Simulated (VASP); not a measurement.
A convergence study with VASP on CaF₂ (fluorite): one setting is varied, all else stays as given below, so the limit is that of these other settings. Each run relaxes cell and ions from the cell shown.

```
CELL_PARAMETERS angstrom
      0.00000     2.73000     2.73000
      2.73000     0.00000     2.73000
      2.73000     2.73000     0.00000
ATOMIC_POSITIONS crystal
  Ca 0.00000 0.00000 0.00000
  F  0.25000 0.25000 0.25000
  F  0.75000 0.75000 0.75000
```

Level of theory: PBE GGA, VASP's PBE PAW potentials (set 64) (plane waves; VASP). The tightest run used: 700 eV cut-off, 11×11×11 Γ-centred mesh, Gaussian smearing of 0.050 eV, potentials Ca_sv F.

Gaps are read on the run's mesh, which can miss a band edge.

Question: The settings run are 2×2×2 mesh; 3×3×3 mesh; 4×4×4 mesh; 5×5×5 mesh; 7×7×7 mesh; 8×8×8 mesh; 9×9×9 mesh; 10×10×10 mesh; 11×11×11 mesh. From which on does the relaxed volume stay within 0.05 Å³/atom of the tightest run?

Answer: From 3×3×3 mesh on: it is off by 0.000 there and by no more than 0.05 in any finer run, while 2×2×2 mesh is off by 0.063.
| setting | relaxed volume (Å³/atom) | E (eV/atom) | gap on the mesh (eV) | irreducible k-points | difference judged (Å³/atom) |
|---|---|---|---|---|---|
| 2×2×2 mesh | 14.015 | -5.7703 | 7.082 | 3 | 0.063 |
| 3×3×3 mesh | 13.953 | -5.7816 | 7.274 | 4 | 0.000 |
| 4×4×4 mesh | 13.953 | -5.7823 | 7.123 | 8 | 0.000 |
| 5×5×5 mesh | 13.953 | -5.7822 | 7.182 | 10 | 0.000 |
| 7×7×7 mesh | 13.953 | -5.7822 | 7.152 | 20 | 0.000 |
| 8×8×8 mesh | 13.953 | -5.7822 | 7.123 | 29 | 0.000 |
| 9×9×9 mesh | 13.952 | -5.7821 | 7.140 | 35 | 0.000 |
| 10×10×10 mesh | 13.953 | -5.7822 | 7.123 | 47 | 0.000 |
| 11×11×11 mesh | 13.953 | -5.7822 | 7.134 | 56 | 0.000 |

Left out are rungs that failed or repeat a setting and relaxations that didn't move; long series are thinned to 24 rows.

The compound is CaF2 in the fluorite structure.
